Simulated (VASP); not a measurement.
Here is the system:

```
CELL_PARAMETERS angstrom
     -2.47359     2.47359     1.40291
      2.47359    -2.47359     1.40291
      2.47359     2.47359    -1.40291
ATOMIC_POSITIONS crystal
  Ti 0.75000 0.25000 0.50000
  Ti 0.00000 0.00000 0.00000
```

Level of theory: r2SCAN meta-GGA, VASP's PBE PAW potentials (set 64) (plane waves; VASP). Numerical set-up: 400 eV cut-off, 17×17×17 Γ-centred mesh, tetrahedra with Blöchl corrections, potentials Ti_sv.

Predict the energy per atom (σ→0), band gap (over mesh and band path) with the smallest direct gap where there is one.

```
Quantity                                                              Result
----------------------------------  ----------------------------------------
band gap (over mesh and band path)  none (metal, semimetal or under 0.01 eV)
energy per atom (σ→0)                                        -12.482 eV/atom
```

The absolute energy has meaning only against runs of the same code, potentials and settings.

The structure was generated: Ti was put into the beta-Sn type (I4_1/amd), which need not be its known phase. It was relaxed first, which changed the volume by -7 %.
